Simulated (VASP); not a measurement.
Here is a VASP 6.6.1 calculation.

Contents of INCAR:

```
PREC     = Accurate       # precision mode
ENCUT    = 450            # plane-wave cutoff, eV
EDIFF    = 1E-7           # SCF threshold, eV
ISMEAR   = 0              # smearing method
SIGMA    = 0.02           # smearing width, eV
LREAL    = False          # projectors in reciprocal space
LASPH    = True           # aspherical terms in the spheres
NELM     = 60             # most SCF steps
ALGO     = Fast           # electronic algorithm
ISIF     = 2              # what is computed and relaxed
LWAVE    = False          # write WAVECAR
LCHARG   = False          # write CHGCAR
GGA      = PE             # functional
```

KPOINTS

```
regular mesh
0
Gamma
  8 8 8
```

POSCAR

```
PbS
1.0
    0.0000000000      2.9657500000      2.9657500000
    2.9657500000      0.0000000000      2.9657500000
    2.9657500000      2.9657500000      0.0000000000
Pb S
1 1
Direct
    0.0000000000      0.0000000000      0.0000000000
    0.5000000000      0.5000000000      0.5000000000
```

Contents of KPOINTS_OPT:

```
path GXWKGLUWLK,UX
15
line-mode
reciprocal
 0.0000000000  0.0000000000  0.0000000000  G
 0.5000000000  0.0000000000  0.5000000000  X

 0.5000000000  0.0000000000  0.5000000000  X
 0.5000000000  0.2500000000  0.7500000000  W

 0.5000000000  0.2500000000  0.7500000000  W
 0.3750000000  0.3750000000  0.7500000000  K

 0.3750000000  0.3750000000  0.7500000000  K
 0.0000000000  0.0000000000  0.0000000000  G

 0.0000000000  0.0000000000  0.0000000000  G
 0.5000000000  0.5000000000  0.5000000000  L

 0.5000000000  0.5000000000  0.5000000000  L
 0.6250000000  0.2500000000  0.6250000000  U

 0.6250000000  0.2500000000  0.6250000000  U
 0.5000000000  0.2500000000  0.7500000000  W

 0.5000000000  0.2500000000  0.7500000000  W
 0.5000000000  0.5000000000  0.5000000000  L

 0.5000000000  0.5000000000  0.5000000000  L
 0.3750000000  0.3750000000  0.7500000000  K

 0.6250000000  0.2500000000  0.6250000000  U
 0.5000000000  0.0000000000  0.5000000000  X
```

Potentials or basis: VASP PAW PBE potentials, release 64 (Pb_d_GW, S_GW).

The run is started by

```sh
$ cat potpaw_PBE.64/Pb_d_GW/POTCAR potpaw_PBE.64/S_GW/POTCAR > POTCAR
$ mpirun -np 1 vasp_std > vasp.out
```

(1) Estimate the band gap along the path.

(2) Estimate the pressure.

Results:

(1) 0.36 eV, direct.

(2) 2.1 GPa.

Caveat: spin-orbit coupling is left out, which as a rule narrows the gap of such compounds by several tenths of an eV.
